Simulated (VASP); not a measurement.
Here is the system:

```
CELL_PARAMETERS angstrom
      3.78800     0.00000     0.00000
      0.00000     3.78800     0.00000
      0.00000     0.00000     5.94200
ATOMIC_POSITIONS crystal
  As 0.00000 0.50000 0.70900
  As 0.50000 0.00000 0.29100
  Cu 0.00000 0.00000 0.00000
  Cu 0.50000 0.50000 0.00000
  Cu 0.00000 0.50000 0.30300
  Cu 0.50000 0.00000 0.69700
```

Method: PBEsol GGA, VASP's PBE PAW potentials (set 64) (plane waves; VASP). Numerical set-up: 300 eV cut-off, 7×7×5 Γ-centred mesh, Fermi-Dirac smearing of 0.14 eV, potentials As Cu.

At this cut-off the stress carries a Pulay error, which pulls relaxed volumes low.

Problem. Estimate the energy per atom (σ→0), pressure, largest force, band gap (on the k-mesh) with the smallest direct gap where there is one.

Solution. 
```yaml
band gap (on the k-mesh): none (metal, semimetal or under 0.01 eV)
energy per atom (σ→0): -440.5 kJ/mol of atoms
pressure: -5.54 GPa
largest_force: 0.234 eV/Å
```

The structure comes from a measured Cu2As entry of the Crystallography Open Database, whose conditions weren't checked. The cell was not relaxed at this level.
